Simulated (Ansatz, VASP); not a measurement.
# Cross-check of Ti2COF (Ti2COF MXene monolayer) between VASP and Ansatz, part 2 of 2

Wanted: the spread between two codes on one cell, functional and k mesh. Of the first pair: The structure shown is the start of the Ansatz relaxation below; VASP solves that cell, so the two are compared at the walk's first step.

VASP 6.6.1 and Ansatz 0.2.0.

So far: The structure; Ansatz: relaxation, PBE with D3(BJ); VASP: single point, PBE with D3(BJ), start cell, pair 1.

**4. Side by side**

Known differences besides the potentials themselves: Ansatz cuts the interaction across the vacuum, VASP repeats the sheet with a dipole correction; the cutoff is 420 eV in Ansatz and 520 eV in VASP. Total energies have different zeros and are not compared.

Forces (eV/Å; atoms numbered as in POSCAR):

```
atom        Ansatz x, y, z          VASP x, y, z
  F1  0.000, 0.000, -3.593  0.000, 0.000, -3.642
 Ti2   0.000, 0.000, 4.337   0.000, 0.000, 4.366
 Ti3   0.000, 0.000, 3.008   0.000, 0.000, 2.990
  C4  0.000, 0.000, -1.251  0.000, 0.000, -1.255
  O5  0.000, 0.000, -2.501  0.000, 0.000, -2.459
```

The forces differ by 19 meV/Å r.m.s., which is 1.0 % of the r.m.s. force of 1.805 eV/Å (both taken over all components). With vacuum in the cell, a pressure given here is an average over mostly empty space and none of the material.

**5. Ansatz: relaxation, PBE with D3(BJ)**

This run makes the geometry at which the two programs are then compared.

The structure compared here is the end of the Ansatz relaxation.

File input.yaml:

```yaml
crystal:
  lattice:
    - [3.10024, 0.0, 0.0]
    - [-1.55012, 2.6848865978, 0.0]
    - [0.0, 0.0, 22.4592805668]
  atoms:
    - { symbol: F, position: [0.3333333333, 0.6666666667, 0.4007252135] }
    - { symbol: Ti, position: [0.6666666667, 0.3333333333, 0.4414423836] }
    - { symbol: C, position: [0.0, 0.0, 0.4959086032] }
    - { symbol: Ti, position: [0.3333333333, 0.6666666667, 0.5503748227] }
    - { symbol: O, position: [0.6666666667, 0.3333333333, 0.5992747865] }
  periodic: [true, true, false]
kpoints:
  mp_grid: { grid: [12, 12, 1] }
hamiltonian:
  xc: pbe
  dispersion: d3bj
scf:
  occupations: { method: fermi_dirac, width: 0.05 }
  convergence: { dr2_threshold: 1.0e-09 }
relax:
  f_tol: 0.004
  max_steps: 90
  cell: {}
output:
  write_potential: true
  write_density: true
  volumetric_format: npy
```

Command:

```console
ansatz run input.yaml --threads 2 --pin off --max-ram 3072MiB --backend cpu --events-out ev --progress --plain --runs-dir out
```

Numbers of over 12 decimals in the logs are rounded to 6 here.

What it wrote:

```text
[...]
SCF iter   6: F=-6632.428824 eV  HF=-6632.428824 eV  |F-HF|=2.67e-9  |Δ(HF+E_count)|=   1.75e-8  Δρ=3.98e-7  dr2=3.12e-10  ethr=2.44e-12  ⟨swp⟩=10.8  Hψ=4431  notcnv=0
SCF 10 converged in 6 iterations: F = -6632.428824 eV  dr2 = 3.12e-10
[...]
cell:  # Å, volume = 256.1692 Å³
    - [3.006776, 0.0, 0]
    - [-1.503388, 2.603944, 0]
    - [0, 0, 32.718561]
  atoms:
    - { symbol: F, position: [0.333333, 0.666667, 0.267838] }
    - { symbol: Ti, position: [0.666667, 0.333333, 0.306305] }
    - { symbol: C, position: [5.6766267173184945e-19, 0, 0.341137] }
    - { symbol: Ti, position: [0.333333, 0.666667, 0.381863] }
    - { symbol: O, position: [0.666667, 0.333333, 0.410527] }
[key lines of the parts left out:]
SCF converged after 3 iterations
Free energy (F): -6632.428657 eV
Fermi energy:    -5.321577 eV
P = ½ c Tr σ = -0.0077 N/m
```

**6. VASP: single point, PBE with D3(BJ), relaxed cell, pair 2**

The same cell, functional, mesh and smearing now go to VASP, with its own data sets.

File INCAR:

```
SYSTEM = Ti2COF
PREC = Accurate
ENCUT = 520
EDIFF = 1E-06
NELM = 120
ISMEAR = -1
SIGMA = 0.05
LREAL = .FALSE.
ALGO = Normal
GGA = PE
IVDW = 12
NBANDS = 26
LASPH = .TRUE.
LORBIT = 11
LWAVE = .FALSE.
LCHARG = .FALSE.
ISIF = 2
LDIPOL = .TRUE.
IDIPOL = 3
DIPOL = 0.5 0.5 0.342
LVHAR = .TRUE.
GGA_COMPAT = .FALSE.
NELMDL = -8
KPAR = 2
```

File POSCAR:

```
Ti2COF
1.0
    3.0067755079      0.0000000000      0.0000000000
   -1.5033877539      2.6039439733      0.0000000000
    0.0000000000      0.0000000000     32.7185611329
F Ti C O
1 2 1 1
Direct
    0.3333333333      0.6666666667      0.2678380794
    0.6666666666      0.3333333334      0.3063046881
    0.3333333333      0.6666666667      0.3818631092
    1.0000000000      0.0000000000      0.3411374949
    0.6666666666      0.3333333334      0.4105274425
```

File KPOINTS:

```
Automatic mesh
0
Gamma
12 12 1
0 0 0
```

PAW data sets: F, Ti_sv, C and O (PBE family, release 64).

Command:

```console
mpirun -np 2 vasp_std
```

What it wrote:

```text
[... set-up lines as in an earlier step ...]
 entering main loop
       N       E                     dE             d eps       ncg     rms          rms(c)
DAV:   1     0.477171314099E+03    0.47717E+03   -0.20650E+04  1188   0.135E+03
DAV:   2     0.225669403254E+02   -0.45460E+03   -0.44746E+03  1226   0.410E+02
DAV:   3    -0.481700526045E+02   -0.70737E+02   -0.70177E+02  1448   0.160E+02
DAV:   4    -0.542775804817E+02   -0.61075E+01   -0.60983E+01  1612   0.436E+01
[...]
DAV:  28    -0.421235538933E+02   -0.33393E-05   -0.11047E-07   668   0.178E-03    0.482E-04
DAV:  29    -0.421235557261E+02   -0.18328E-05   -0.69097E-08   586   0.169E-03    0.130E-04
DAV:  30    -0.421235562785E+02   -0.55235E-06   -0.32145E-08   584   0.945E-04
   1 F= -.43266094E+02 E0= -.43254906E+02  d E =-.223761E-01
```

OUTCAR, selected parts (step 6):

```text
 Edisp (eV)   -1.14254

  Total       0.15236     0.15236     0.06880     0.00000     0.00000    -0.00000
  in kB       0.95292     0.95292     0.43032     0.00000     0.00000    -0.00000
  external pressure =        0.78 kB  Pullay stress =        0.00 kB

 POSITION                                       TOTAL-FORCE (eV/Angst)
 -----------------------------------------------------------------------------------
     -0.00000      1.73596      8.76328        -0.000000      0.000000     -0.028663
      1.50339      0.86798     10.02185         0.000000     -0.000000      0.002207
     -0.00000      1.73596     12.49401        -0.000000     -0.000000     -0.032260
      0.00000      0.00000     11.16153        -0.000000      0.000000      0.004013
      1.50339      0.86798     13.43187         0.000000      0.000000      0.054704
 -----------------------------------------------------------------------------------
    total drift:                                0.000002     -0.000001      0.000015

  FREE ENERGIE OF THE ION-ELECTRON SYSTEM (eV)
  ---------------------------------------------------
  free  energy   TOTEN  =       -43.2660944708 eV

  energy  without entropy=      -43.2437184090  energy(sigma->0) =      -43.25490644

[... 1 part as in an earlier step ...]

[... 2 further parts left out ...]
[key lines of the parts left out:]
E-fermi :  -2.6442
```

**7. Comparison**

At this near-relaxed geometry the largest component of a force difference is 55 meV/Å. With vacuum in the cell, a pressure given here is an average over mostly empty space and none of the material.

**8. Summary of results**

* r.m.s. force difference (single point, PBE with D3(BJ), start cell, pair 1): 1.0 % of the r.m.s. force
* r.m.s. force difference (single point, PBE with D3(BJ), relaxed cell, pair 2): 18 meV/Å

**Reading.** The r.m.s. force difference is 18 meV/Å (single point, PBE with D3(BJ), relaxed cell, pair 2), beyond the 12 meV/Å picked in this series as the mark of a large difference. What causes the difference of the single point, PBE with D3(BJ), relaxed cell, pair 2 pair stays open here. Such differences can come from data sets, numerical settings and the points named under the comparisons, not from the functional's error against experiment.

[Lines on the potential files, build, host, timing and source positions are cut from VASP's logs without a mark.]

[Logs are printed without paths, hosts, clocks, repeated set-up lines and the standing remarks that a program may print on its own settings, such as how far it seeks lower states.]

[Hosts, paths, dates, database ids (printed as entryN), source tags and the programs' standing remarks are cut or masked in the printed files.]
